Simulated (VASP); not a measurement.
AlN (zinc blende): the mBJ gap over mesh and path against the volume, with the cell scaled uniformly; LDA's own equilibrium is at 10.266 Å³/atom. VASP (PAW), 520 eV cut-off, 12×12×12 Γ-centred mesh, Gaussian smearing of 0.050 eV, potentials Al N. mBJ is a potential without an energy functional, so only the levels count. Fit the value as a straight line in ln V.

```tsv
V (Å³/atom)	mBJ gap over mesh and path (eV)
9.034	4.972
9.342	4.939
9.65	4.904
9.958	4.870
10.266	4.834
10.574	4.797
```

Question: Fit the rows as the text says and predict the value at 10.882.

Answer: The slope against ln V is -1.11 eV, the volume deformation potential of this gap. The line misses the rows by up to 0.003 and gives 4.769 at 10.882. The run gave 4.760, -0.009 from the line.

Left out are failed runs and those whose mesh is unfit for this quantity.

The compound is AlN in the zinc blende structure, a metastable form; wurtzite is the usual one.
